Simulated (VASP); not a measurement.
# KBe16: single point with PBEsol

The system is KBe16, a slab with vacuum.

```
Be K
1.0
     4.58000    0.00000    0.00000
     2.29000    3.96640    0.00000
     0.00000    0.00000   17.38265
Be K
16 1
Direct
  0.83333 0.33333 0.05753
  0.33333 0.33333 0.05753
  0.83333 0.83333 0.05753
  0.33333 0.83333 0.05753
  0.99953 0.00039 0.16331
  0.50009 0.00029 0.16321
  0.00000 0.49978 0.16361
  0.50030 0.49950 0.16352
  0.83297 0.33382 0.26884
  0.33297 0.33405 0.26865
  0.83382 0.83262 0.26834
  0.33342 0.83276 0.26793
  0.99936 0.99942 0.37246
  0.50098 0.99958 0.37138
  0.99969 0.50065 0.37586
  0.49999 0.49958 0.37515
  0.29343 0.96704 0.53591
```

The cell was built by a generator and needn't be a form met in nature.

| Property | Result |
| --- | --- |
| Program | VASP 6.6.1 |
| Task | single point |
| Functional | PBEsol |
| Potentials or basis | VASP PAW PBE potentials, release 64 (Be, K_sv) |
| Cutoff | 520 eV |
| k mesh | 5 × 5 × 1 |
| Occupations | fermi-dirac, width 0.15 eV |
| Spin | no spin polarisation |
| Dipole correction | no |
| Further INCAR settings | LREAL = Auto; ALGO = Fast; EDIFF = 1e-06; NBANDS = 34 |

| Item | Value |
| --- | --- |
| Largest force | 0.032 eV/Å |
| Band gap on the k mesh | none (metal or under the smearing width) |

Forces on the atoms (eV/Å):
```
Be  -0.001  0.011  0.000
Be   0.001  0.016 -0.006
Be   0.004 -0.012 -0.018
Be  -0.004 -0.014 -0.028
Be   0.001 -0.003  0.004
Be  -0.001 -0.002  0.005
Be   0.001  0.001  0.003
Be  -0.001  0.003  0.004
Be   0.001  0.000 -0.003
Be   0.000  0.000 -0.003
Be   0.000  0.001 -0.004
Be   0.000  0.001 -0.004
Be  -0.003  0.003  0.011
Be   0.002  0.002  0.004
Be  -0.003 -0.006  0.014
Be   0.000 -0.002  0.014
K    0.005  0.002  0.006
```

Levels at points of the mesh, in eV from the Fermi level:
```csv
k point,band 19,band 20,band 21,band 22,band 23,band 24
"(0.00, 0.00, 0.00)",-1.88,-1.88,-1.87,-0.34,2.52,2.55
```

Run time: 4.4 min on 1 thread of AMD EPYC 9R45 96-Core Processor (Zen 5), with other jobs on the host, peak memory 0.42 GiB.

Caveat: the PAW data sets were made with another functional, which shifts forces and pressure a little.
